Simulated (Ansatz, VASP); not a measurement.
**Cross-check of SnTe between VASP and Ansatz**

One calculation is typed for both programs; each brings its own data sets and cutoff. How far apart do they land?

Program: Ansatz 0.2.0. Level of theory: plane waves, with VASP 6.6.1 beside it; relaxation of cell and atoms at PBEsol. Results are calculated unless marked as measured.

The database entry behind the starting cell differs from later determinations by our own check (about 0.3 % short), so it need not match the best structure at ambient conditions.

**1. The structure**

Symmetry: Fm-3m, No. 225, cubic system. The conventional cell has a = 6.302 Å, b = 6.302 Å, c = 6.302 Å, α = 90.00°, β = 90.00°, γ = 90.00°. Sn has 6 Te at 3.15 Å nearest. Nearest to Te lie 6 Sn at 3.15 Å. Farther neighbours and most contacts between anions are not listed.

**2. Ansatz: relaxation of cell and atoms, PBEsol**

Ansatz runs on its default PAW (the set named soft_2) files.

The relaxed volume is the usual yardstick between codes: its relative difference is about their pressure difference at one cell divided by the bulk modulus.

input.yaml reads:

```yaml
crystal:
  lattice:
    - [0.0, 3.15085, 3.15085]
    - [3.15085, 0.0, 3.15085]
    - [3.15085, 3.15085, 0.0]
  atoms:
    - { symbol: Sn, position: [0.0, 0.0, 0.0] }
    - { symbol: Te, position: [0.5, 0.5, 0.5] }
hamiltonian:
  xc: pbesol
  pseudopotentials: { kind: paw }
kpoints:
  mp_grid: { grid: [5, 5, 5] }
scf:
  occupations: { method: fermi_dirac, width: 0.05 }
relax:
  f_tol: 0.01
  max_steps: 60
  cell: { stress_tol: 0.05 }
output:
  forces: true
  stress: true
  write_density: true
  write_potential: true
  elf: true
  volumetric_format: npy
```

Run with:

```sh
ansatz run input.yaml --threads 4 --pin off --max-ram 9216MiB --backend cpu --events-out ev --progress --plain --runs-dir out
```

Numbers of over 12 decimals in the logs are rounded to 6 here.

The program printed:

```text
Engine: ansatz 0.2.0, x86_64-unknown-linux-gnu
Pseudopotentials: kind: paw
Pseudopotential: Sn, paw, valence charge 14, recommended cutoff 420 eV (normal), Sn.paw.azcp
Pseudopotential: Te, paw, valence charge 16, recommended cutoff 420 eV (normal), Te.paw.azcp
Functional definition: PBEsol
  exchange = pbesol_x
  correlation = pbesol_c
Crystal: 2 atoms, lattice volume = 62.562 Å³
Basis set: ecut = 420 eV, 1243 PW (Γ), exchange–correlation on 60×60×60 points (8 copies of the dense FFT grid, shifted against one another)
Bands: 19, of which v1, the nominal top of the filled ones, is band 15 counted from 1 (14 counted from 0)
Symmetry: 48 space group operations
Space group: Fm-3m (ITA 225), of the structure as read, at distance tolerance 4.0e-5 Å
k-points: 10 of 125
Non-local potential: Sn, projectors of the file, l = 0: 2, l = 1: 2, l = 2: 2, l = 3: 2
Non-local potential: Te, projectors of the file, l = 0: 2, l = 1: 2, l = 2: 2, l = 3: 2
PAW form: soft (Blöchl's): semilocal exchange-correlation on the pseudo side does not see the compensation charge
PAW frozen core: Sn, regenerated for the run's functional, and the local potential with it (the file was generated under x = pbe(κ = 0.804, μ = 0.219515), c = pbe(β = 0.066725))
PAW frozen core: Te, regenerated for the run's functional, and the local potential with it (the file was generated under x = pbe(κ = 0.804, μ = 0.219515), c = pbe(β = 0.066725))
PAW one-centre angular grid: Sn, 590 points (default); XC on 64 Gauss nodes
PAW one-centre angular grid: Te, 590 points (default); XC on 64 Gauss nodes
Initial density: superposition of atomic densities (neutral atoms: chi_scale 0, normalization atom), corrected by the library's trained network
Initial wavefunctions: pseudopotential atomic-orbital guess
Functional: x = pbesol(κ = 0.804, μ = 0.123457), c = pbesol(β = 0.046)
SCF iter   1: F=—  HF=-12851.859129 eV  |F-HF|=—  |Δ(HF+E_count)|=         —  Δρ=2.41e-3  dr2=3.55e-3  ethr=1.77e-3  ⟨swp⟩=6.0  Hψ=974  notcnv=0
preconditioner: auto → none  [insulator: Δε(μ)=0.884 eV  Ē_g=8.659 eV  σ=0.050 eV  W_gap=1.00  n_scr=14 (ndim 8)  ℏωp=14.8 eV  f_vac=0.009  D(μ)=0.00/eV (n_scr^D=0)  ε∞_Penn≈3.9]
SCF iter   2: F=—  HF=-12851.856043 eV  |F-HF|=—  |Δ(HF+E_count)|=   3.09e-3  Δρ=9.33e-4  dr2=5.55e-4  ethr=1.18e-5  ⟨swp⟩=2.0  Hψ=381  notcnv=0
SCF iter   3: F=—  HF=-12851.856038 eV  |F-HF|=—  |Δ(HF+E_count)|=   4.32e-6  Δρ=2.01e-4  dr2=2.38e-5  ethr=1.85e-6  ⟨swp⟩=2.5  Hψ=336  notcnv=0
SCF iter   4: F=—  HF=-12851.856036 eV  |F-HF|=—  |Δ(HF+E_count)|=   2.43e-6  Δρ=1.06e-4  dr2=7.80e-6  ethr=7.93e-8  ⟨swp⟩=2.0  Hψ=340  notcnv=0
SCF iter   5: F=—  HF=-12851.856031 eV  |F-HF|=—  |Δ(HF+E_count)|=   5.25e-6  Δρ=2.40e-5  dr2=3.29e-7  ethr=2.60e-8  ⟨swp⟩=2.0  Hψ=340  notcnv=0
SCF iter   6: F=-12851.856030 eV  HF=-12851.856030 eV  |F-HF|=2.56e-8  |Δ(HF+E_count)|=   2.27e-7  Δρ=5.76e-6  dr2=1.85e-8  ethr=3.33e-10  ⟨swp⟩=9.6  Hψ=1289  notcnv=0
SCF 1 converged in 6 iterations: F = -12851.856030 eV  dr2 = 1.85e-8
  greatest PAW one-centre occupation: 0.998 electrons in one spin orbital (limit 2), on the Te atom at site 1 (counted from 0), in its partial waves of l = 2
relax step   1: F+E_penalty+E_count = -12851.85603047 eV  Δ(F+E_penalty+E_count) = +0.000e0 eV  max|allowed force component| = 1.755e-29 eV/Å  Δτ_max = 0.0000 Å  P = -0.388 GPa  Ω = 62.562 Å³  (6 SCF iters, dr2 threshold 1.00e-7 eV, accepted)
[...]
relax step   2: F+E_penalty+E_count = -12851.85674724 eV  Δ(F+E_penalty+E_count) = -7.168e-4 eV  max|allowed force component| = 7.379e-30 eV/Å  Δτ_max = 0.0000 Å  P = +0.127 GPa  Ω = 61.858 Å³  energy of the carried Pulay correction = +1.324e-4 eV  (6 SCF iters, dr2 threshold 2.00e-7 eV, accepted)
[...]
relax step   3: F+E_penalty+E_count = -12851.85678207 eV  Δ(F+E_penalty+E_count) = -3.483e-5 eV  max|allowed force component| = 1.052e-29 eV/Å  Δτ_max = 0.0000 Å  P = -0.002 GPa  Ω = 62.030 Å³  energy of the carried Pulay correction = +9.982e-5 eV  (6 SCF iters, accepted)
[...]
relax step   4: F+E_penalty+E_count = -12851.85664355 eV  Δ(F+E_penalty+E_count) = +1.385e-4 eV  max|allowed force component| = 6.640e-30 eV/Å  Δτ_max = 0.0000 Å  P = -0.002 GPa  Ω = 62.030 Å³  stress off target by 1.68e-3 GPa  SCF on the basis re-selected at this cell (its energy is not comparable with the rows above)  (8 SCF iters)
basis re-selected at this cell: Δ(F+E_penalty+E_count) = +1.385e-4 eV, ΔP = +0.000 GPa vs the last step (what re-selecting the basis moved, of the pressure what is left beyond the Pulay correction that the steps carried, after the strain that the cell walked since its last selection, with what the two solves' SCF thresholds leave and, on support functions, any second-order correction that the steps lacked; it is no m [...]
SCF converged after 8 iterations
Free energy (F): -12851.856644 eV
Harris-Foulkes:  -12851.856644 eV  (|F-HF|=3.64e-12)
Internal energy: -12851.856594 eV  (E = F + TS)
E sigma→0 (E₀):  -12851.856619 eV
Entropy (-TS):   -0.000050 eV (-0.025 meV/atom)
Fermi energy:    9.742605 eV
--- Per-component energies (eV) ---
  E_band       = -353.683488
  E_kinetic    = 366.891530
  E_local      = -2143.032523  (includes V_loc(G=0)·N_el)
  E_nonlocal   = -338.822622
  E_hartree    = 1346.649685
  E_xc         = -503.602947
  E_vxc        = -202.025997  (∫ρ·V_xc dr)
  E_paw        = -8646.766591  (= ΣΔE_a)
  E_vpaw       = -729.993094  (= ΣTr[D̂ρ^β])
  E_aug_tail   = -0.000152  (compensation charges beyond the density's cutoff)
  E_ewald      = -2933.832629
  E_core_change = 0.659655  (= ΣΔE_core)
  E_smearing   = -0.000050  (= −TS)
  E_closure    = 0.000000  (closes the sum)
  Σ components = -12851.856644   (vs F -12851.856644, Δ=0.00e0)
--- Forces (eV/Å), atoms counted from 1 ---
  atom   1  Sn    -0.00000000     0.00000000    -0.00000000
  atom   2  Te     0.00000000    -0.00000000    -0.00000000
  max |Σ_I F_I| component: 1.02e-29 eV/Å
--- Stress (GPa, compression-positive) ---
       -0.001678      -0.000000       0.000000
       -0.000000      -0.001678      -0.000000
        0.000000      -0.000000      -0.001678
  P = ⅓ Tr σ = -0.0017 GPa (-0.017 kbar)
--- Band table (eV; the first three rows and the last of 10) ---
  k-point 0: bands = [... 11 lower, 4.9678, 7.4987, 7.4987, 7.4987, 13.0068, 13.0068, 13.0068, 14.3826]
  k-point 1: bands = [... 11 lower, 3.4757, 7.5622, 7.5622, 8.4429, 11.6477, 11.6477, 11.6900, 14.4423]
  k-point 2: bands = [... 11 lower, 1.6009, 7.7752, 7.7752, 9.2756, 10.2058, 10.2228, 10.2228, 16.2694]
  k-point 9: bands = [... 11 lower, 2.1166, 5.1740, 5.2594, 8.4180, 10.7902, 13.5672, 14.0920, 15.0937]
--- Relaxed structure (3 steps of the walk, 3 accepted, 1 SCFs on fresh bases) ---
  F+E_penalty+E_count = -12851.85664355 eV   max|allowed force component| = 6.640e-30 eV/Å   (the final SCF, on the basis selected at the relaxed cell)
  cell:  # Å, volume = 62.0302 Å³
    - [0, 3.141891, 3.141891]
    - [3.141891, 0, 3.141891]
    - [3.141891, 3.141891, 0]
  atoms:
    - { symbol: Sn, position: [0, 0, 0] }
    - { symbol: Te, position: [0.5, 0.5, 0.5] }
```

Elapsed: 0.98 s, on 4 threads of Intel Xeon 6975P-C (Granite Rapids), shared host; peak memory 0.4 GiB; 2.6 s of CPU time.

**3. VASP: relaxation of cell and atoms, PBEsol**

The same cell, functional, mesh and smearing now go to VASP, with its own data sets and cutoff.

Lines of VASP's logs that name or quote its potential files are left out, and so is its time.

INCAR reads:

```
SYSTEM = SnTe
PREC = Accurate
ENCUT = 520
EDIFF = 1E-06
NELM = 100
ISMEAR = -1
SIGMA = 0.05
LREAL = .FALSE.
ALGO = Normal
GGA = PS
NBANDS = 16
LORBIT = 11
LWAVE = .FALSE.
LCHARG = .FALSE.
KPAR = 2
IBRION = 2
NSW = 60
ISIF = 3
EDIFFG = -0.01
```

POSCAR reads:

```
SnTe
1.0
    0.0000000000      3.1508500000      3.1508500000
    3.1508500000      0.0000000000      3.1508500000
    3.1508500000      3.1508500000      0.0000000000
Sn Te
1 1
Direct
    0.0000000000      0.0000000000      0.0000000000
    0.5000000000      0.5000000000      0.5000000000
```

KPOINTS reads:

```
Automatic mesh
0
Gamma
5 5 5
0 0 0
```

Potentials, in the order of the species: Sn_d and Te (PBE family, release 64).

Run with:

```sh
mpirun -np 2 vasp_std
```

The program printed:

```text
[banner, memory and clock lines left out]
running    2 mpi-ranks, on    1 nodes
 distrk:  each k-point on    1 cores,    2 groups
 distr:  one band on    1 cores,    1 groups

 POSCAR found type information on POSCAR SnTe
 POSCAR found :  2 types and       2 ions
|                                                                             |
|               ----> ADVICE to this user running VASP <----                  |
|                                                                             |
|     You enforced a specific xc type in the INCAR file but a different       |
|     [... a line on the potential file left out ...]
|     I HOPE YOU KNOW WHAT YOU ARE DOING!                                     |
|                                                                             |

 LDA part: xc-table for (Slater+PW92), standard interpolation
 POSCAR, INCAR and KPOINTS ok, starting setup
 FFT: planning ... GRIDC
 FFT: planning ... GRID_SOFT
 FFT: planning ... GRID
 WAVECAR not read
 entering main loop
       N       E                     dE             d eps       ncg     rms          rms(c)
DAV:   1     0.122911472310E+03    0.12291E+03   -0.96478E+03   320   0.142E+03
DAV:   2     0.155584356603E+01   -0.12136E+03   -0.11853E+03   368   0.361E+02
DAV:   3    -0.813691638027E+01   -0.96928E+01   -0.96735E+01   384   0.864E+01
DAV:   4    -0.839095482735E+01   -0.25404E+00   -0.25400E+00   400   0.157E+01
DAV:   5    -0.840235658957E+01   -0.11402E-01   -0.11402E-01   432   0.297E+00    0.515E+00
DAV:   6    -0.834876286694E+01    0.53594E-01   -0.12351E-01   464   0.281E+00    0.325E+00
DAV:   7    -0.834663186108E+01    0.21310E-02   -0.45330E-02   416   0.137E+00    0.688E-01
DAV:   8    -0.834590349339E+01    0.72837E-03   -0.70314E-03   392   0.728E-01    0.157E-01
DAV:   9    -0.834597236560E+01   -0.68872E-04   -0.51698E-04   416   0.199E-01    0.484E-02
DAV:  10    -0.834595500488E+01    0.17361E-04   -0.60642E-05   424   0.710E-02    0.238E-02
DAV:  11    -0.834595383296E+01    0.11719E-05   -0.22601E-05   416   0.408E-02    0.187E-02
DAV:  12    -0.834595374155E+01    0.91404E-07   -0.21160E-06   304   0.133E-02
   1 F= -.83459537E+01 E0= -.83459299E+01  d E =-.834595E+01
 curvature:   0.00 expect dE= 0.000E+00 dE for cont linesearch  0.000E+00
 trial: gam= 0.00000 g(F)=  0.469E-63 g(S)=  0.179E-02 ort = 0.000E+00 (trialstep = 0.100E+01)
 search vector abs. value=  0.179E-02
 bond charge predicted
       N       E                     dE             d eps       ncg     rms          rms(c)
DAV:   1    -0.836821226881E+01   -0.22258E-01   -0.45834E-01   400   0.989E+00    0.865E-01
DAV:   2    -0.835081420374E+01    0.17398E-01   -0.28930E-02   408   0.262E+00    0.357E-01
DAV:   3    -0.834667624964E+01    0.41380E-02   -0.11547E-02   408   0.152E+00    0.728E-02
DAV:   4    -0.834656364275E+01    0.11261E-03   -0.35445E-04   368   0.171E-01    0.776E-02
DAV:   5    -0.834650664224E+01    0.57001E-04   -0.45869E-05   456   0.489E-02    0.159E-02
DAV:   6    -0.834650545470E+01    0.11875E-05   -0.68140E-06   376   0.402E-02    0.250E-03
DAV:   7    -0.834650542535E+01    0.29350E-07   -0.19835E-07   184   0.419E-03
   2 F= -.83465054E+01 E0= -.83464793E+01  d E =-.551684E-03
 trial-energy change:   -0.000552  1 .order   -0.000592   -0.001785    0.000601
 step:   0.7280(harm=  0.7481)  dis= 0.00000  next Energy=    -8.346588 (dE=-0.634E-03)
 bond charge predicted
       N       E                     dE             d eps       ncg     rms          rms(c)
DAV:   1    -0.834818660313E+01   -0.16811E-02   -0.34373E-02   400   0.276E+00    0.234E-01
DAV:   2    -0.834691102328E+01    0.12756E-02   -0.21124E-03   408   0.705E-01    0.973E-02
DAV:   3    -0.834660067486E+01    0.31035E-03   -0.86563E-04   408   0.416E-01    0.196E-02
DAV:   4    -0.834659008237E+01    0.10592E-04   -0.26279E-05   368   0.465E-02    0.213E-02
DAV:   5    -0.834658356068E+01    0.65217E-05   -0.34731E-06   368   0.136E-02    0.409E-03
DAV:   6    -0.834658329713E+01    0.26355E-06   -0.51033E-07   184   0.113E-02
   3 F= -.83465833E+01 E0= -.83465579E+01  d E =-.629556E-03
 curvature:  -0.37 expect dE=-0.854E-07 dE for cont linesearch -0.854E-07
 trial: gam=-0.01121 g(F)=  0.660E-60 g(S)=  0.230E-06 ort = 0.203E-04 (trialstep = 0.946E+00)
 search vector abs. value=  0.130E-09
 reached required accuracy - stopping structural energy minimisation
```

Parts of OUTCAR (step 3):

```text
ion  position               nearest neighbor table
   1  0.000  0.000  0.000-   2 3.15   2 3.15   2 3.15   2 3.15   2 3.15   2 3.15
   2  0.500  0.500  0.500-   1 3.15   1 3.15   1 3.15   1 3.15   1 3.15   1 3.15

  LATTYP: Found a face centered cubic cell.
 ALAT       =     6.3017000000

 Subroutine GETGRP returns: Found 48 space group operations
 (whereof 48 operations were pure point group operations)

The static configuration has the point symmetry O_h .

 Found     10 irreducible k-points:

   k-points           NKPTS =     10   k-points in BZ     NKDIM =     10   number of bands    NBANDS=     16

   dimension x,y,z NGX =    36 NGY =   36 NGZ =   36
   dimension x,y,z NGXF=    72 NGYF=   72 NGZF=   72

   ENCUT  =  520.0 eV  38.22 Ry    6.18 a.u.   8.29  8.29  8.29*2*pi/ulx,y,z

   NELECT =      20.0000    total number of electrons

 k-points in reciprocal lattice and weights: Automatic mesh
   0.00000000  0.00000000  0.00000000       0.008
   0.20000000  0.00000000  0.00000000       0.064
   0.40000000  0.00000000  0.00000000       0.064
   0.20000000  0.20000000  0.00000000       0.048
   0.40000000  0.20000000  0.00000000       0.192
  -0.40000000  0.20000000  0.00000000       0.192
  -0.20000000  0.20000000  0.00000000       0.096
   0.40000000  0.40000000  0.00000000       0.048
  -0.40000000  0.40000000  0.00000000       0.096
  -0.40000000  0.40000000  0.20000000       0.192

 average (electrostatic) potential at core
       1-100.3252       2 -87.6322

 E-fermi :   6.9878

 k-point     1 :       0.0000    0.0000    0.0000
  band No.  band energies     occupation
    ...
      6      -5.9822      2.00000
      7       2.2199      2.00000
      8       4.7458      2.00000
      9       4.7458      2.00000
     10       4.7458      2.00000
     11      10.2520      0.00000
     12      10.2520      0.00000
     13      10.2520      0.00000
     14      11.6053      0.00000
     15      11.6053      0.00000
    ...

 k-point     2 :       0.2000    0.0000    0.0000
  band No.  band energies     occupation
    ...
      6      -5.6478      2.00000
      7       0.7246      2.00000
      8       4.8095      2.00000
      9       4.8095      2.00000
     10       5.6911      2.00000
     11       8.8894      0.00000
     12       8.8894      0.00000
     13       8.9343      0.00000
     14      11.6767      0.00000
     15      12.4058      0.00000
    ...

 k-point     3 :       0.4000    0.0000    0.0000
  band No.  band energies     occupation
    ...
      6      -4.8719      2.00000
      7      -1.1544      2.00000
      8       5.0236      2.00000
      9       5.0236      2.00000
     10       6.5223      1.99982
     11       7.4512      0.00019
     12       7.4642      0.00015
     13       7.4642      0.00015
     14      13.5093      0.00000
     15      14.5483      0.00000
    ...

  Total       -0.0017815     -0.0017815     -0.0017815      0.0000000      0.0000000     -0.0000000
  in kB       -0.0460035     -0.0460035     -0.0460035      0.0000000      0.0000000     -0.0000000
  external PRESSURE =      -0.0460035 kB  Pullay stress =       0.0000000 kB

  energy-cutoff  :      520.00
  volume of cell :       62.05
      direct lattice vectors                 reciprocal lattice vectors
    -0.000000000  3.142159360  3.142159360    -0.159126239  0.159126239  0.159126239
     3.142159360  0.000000000  3.142159360     0.159126239 -0.159126239  0.159126239
     3.142159360  3.142159360 -0.000000000     0.159126239  0.159126239 -0.159126239

 POSITION                                       TOTAL-FORCE (eV/Angst)
 -----------------------------------------------------------------------------------
      0.00000      0.00000      0.00000        -0.000000      0.000000     -0.000000
      3.14216      3.14216      3.14216         0.000000     -0.000000      0.000000
 -----------------------------------------------------------------------------------
    total drift:                               -0.000000      0.000000      0.000000

  FREE ENERGIE OF THE ION-ELECTRON SYSTEM (eV)
  ---------------------------------------------------
  free  energy   TOTEN  =        -8.3465832971 eV

  energy  without entropy=       -8.3465324673  energy(sigma->0) =       -8.34655788

 reached required accuracy - stopping structural energy minimisation

 total charge
# of ion       s       p       d       tot
------------------------------------------
    1        1.356   0.750   9.987  12.093
    2        1.391   1.949   0.031   3.371
--------------------------------------------------
tot          2.747   2.698  10.018  15.463

[... 3 further parts left out ...]
```

CONTCAR:

```
SnTe
   1.00000000000000
    -0.0000000000000000    3.1421593597688022    3.1421593597688022
     3.1421593597688022    0.0000000000000000    3.1421593597688022
     3.1421593597688022    3.1421593597688022   -0.0000000000000000
  Sn              Te
     1     1
Direct
     0.0000000000000000    0.0000000000000000    0.0000000000000000
     0.5000000000000000    0.5000000000000000    0.5000000000000000
```

**4. Differences**

Known differences besides the potentials themselves: both relaxations stop at a tolerance, which leaves soft axes loose, and VASP keeps its plane-wave basis; the data sets hold 30 valence electrons in Ansatz (default PAW (the set named soft_2) files) and 20 in VASP; the cutoff is 420 eV in Ansatz and 520 eV in VASP; Ansatz makes its cores anew for this functional, VASP keeps those of its PBE data sets; VASP leaves aspherical gradient terms in its spheres out (LASPH is not set), Ansatz keeps them; Ansatz adds a Pulay correction to the stress that steers its cell, VASP none. Total energies have different zeros and are not compared.

The two programs side by side:

```tsv
quantity	Ansatz	VASP	difference
volume (Å³)	62.03	62.05	-0.03 %
edge a after relaxation, in the typed setting (Å)	4.443	4.444	-0.01 %
```

The walks stopped with 0.00 GPa left in Ansatz and 0.00 GPa in VASP; each walk ends within a tolerance, so the volume difference is uncertain by about these residues over the bulk modulus, most in soft cells.

**5. Results**

| Quantity | Value |
| --- | --- |
| difference in volume (relaxation of cell and atoms, PBEsol) | -0.026 % |

The difference in volume is -0.026 % (relaxation of cell and atoms, PBEsol), within the 1.2 % picked in this series as the mark of a large difference, as far as the stopping tolerances let one tell. 1 further run of this series is not shown here. How closely two codes agree says nothing of how well the functional describes the real material.

[Lines on the potential files, build, host, timing and source positions are cut from VASP's logs without a mark.]

[Logs are printed without paths, hosts, clocks, repeated set-up lines and the standing remarks that a program may print on its own settings, such as how far it seeks lower states.]

[Hosts, paths, dates, database ids (printed as entryN), source tags and the programs' standing remarks are cut or masked in the printed files.]
